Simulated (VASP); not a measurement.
The system is PtSe2.

```
Pt Se
1.0
     3.72400    0.00000    0.00000
    -1.86200    3.22508    0.00000
     0.00000    0.00000    5.06200
Pt Se
1 2
Cartesian
  0.0000 0.0000 0.0000
  0.0000 2.1501 1.2655
  1.8620 1.0750 3.7965
```

- Program: VASP 6.6.1
- Task: relaxation of cell and atoms
- Functional: PBE
- Dispersion: D3(BJ)
- Potentials or basis: VASP PAW PBE potentials, release 64 (Pt, Se)
- Cutoff: 520 eV
- k mesh: 3 × 3 × 2
- Occupations: gaussian, width 0.02 eV
- Spin: no spin polarisation

At the start: pressure 3.2 GPa; volume 20.27 Å³/atom.

How do energy, volume and symmetry change on relaxing?

Over 18 steps the energy falls by 8.2 meV/atom and the volume is 20.32 Å³/atom (+0.3 %); space group P-3m1 (No. 164, to 0.05 Å).

Step by step:
| step | energy change (eV) | largest force (eV/Å) | pressure (GPa) | volume (Å³) |
| --- | --- | --- | --- | --- |
| 1 | 0.0000 | 0.5069 | 3.23 | 60.80 |
| 2 | 0.0294 | 0.4327 | -5.32 | 64.46 |
| 3 | -0.0186 | 0.1186 | -0.35 | 62.15 |
| 4 | -0.0186 | 0.1259 | -0.29 | 62.13 |
| 5 | -0.0206 | 0.0972 | -0.21 | 61.89 |
| 6 | -0.0239 | 0.0083 | 0.05 | 61.17 |
| 7 | -0.0241 | 0.0194 | 0.14 | 60.96 |
| 8 | -0.0243 | 0.0510 | -0.37 | 61.09 |
| 9 | -0.0244 | 0.0397 | -0.18 | 61.04 |
| 10 | -0.0244 | 0.0289 | 0.21 | 60.83 |
| 11 | -0.0245 | 0.0026 | 0.03 | 60.93 |
| 12 | -0.0245 | 0.0034 | 0.03 | 60.93 |
| 13 | -0.0245 | 0.0041 | 0.03 | 60.93 |
| 14 | -0.0245 | 0.0219 | -0.08 | 60.99 |
| 15 | -0.0245 | 0.0047 | 0.02 | 60.93 |
| 16 | -0.0245 | 0.0044 | -0.02 | 60.96 |
| 17 | -0.0245 | 0.0045 | -0.02 | 60.96 |
| 18 | -0.0246 | 0.0001 | 0.00 | 60.95 |

Final structure:
```cif
data_structure
_symmetry_space_group_name_H-M 'P 1'
_symmetry_Int_Tables_number 1
_cell_length_a 3.7584
_cell_length_b 3.7584
_cell_length_c 4.9828
_cell_angle_alpha 90.000
_cell_angle_beta 90.000
_cell_angle_gamma 120.000
_cell_volume 60.95
loop_
_atom_site_label
_atom_site_type_symbol
_atom_site_fract_x
_atom_site_fract_y
_atom_site_fract_z
_atom_site_occupancy
Pt1 Pt 0.00000 0.00000 0.00000 1
Se1 Se 0.33333 0.66667 0.25711 1
Se2 Se 0.66667 0.33333 0.74289 1
```

Caveat: the k mesh is coarse (spacing up to 0.65 Å⁻¹), so the values aren't converged; pairwise dispersion overbinds metals, which lowers pressure and volume.
